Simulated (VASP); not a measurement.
```yaml
crystal:
  lattice:
    - [0.00000, 2.41067, 2.41067]
    - [2.41067, 0.00000, 2.41067]
    - [2.41067, 2.41067, 0.00000]
  atoms:
    - { symbol: Cd, position: [0.00000, 0.00000, 0.00000] }
    - { symbol: O, position: [0.50000, 0.50000, 0.50000] }
```

These are revPBE GGA, VASP's PBE PAW potentials (set 64) (plane waves; VASP) values and carry that method's errors. Numerical set-up: 520 eV cut-off, 12×12×12 Γ-centred mesh, first-order Methfessel-Paxton smearing of 0.10 eV, potentials Cd O.

### Question
Estimate the energy per atom (σ→0), band gap (on the k-mesh) with the smallest direct gap where there is one.

### Answer

```
Property                                                    Result
------------------------  ----------------------------------------
band gap (on the k-mesh)  none (metal, semimetal or under 0.01 eV)
energy per atom (σ→0)                               -3.525 eV/atom
```

The absolute energy has meaning only against runs of the same code, potentials and settings.

The compound is CdO in the rock salt structure. It was relaxed first, which changed the volume by +8 %. The start is the result of an earlier pass.
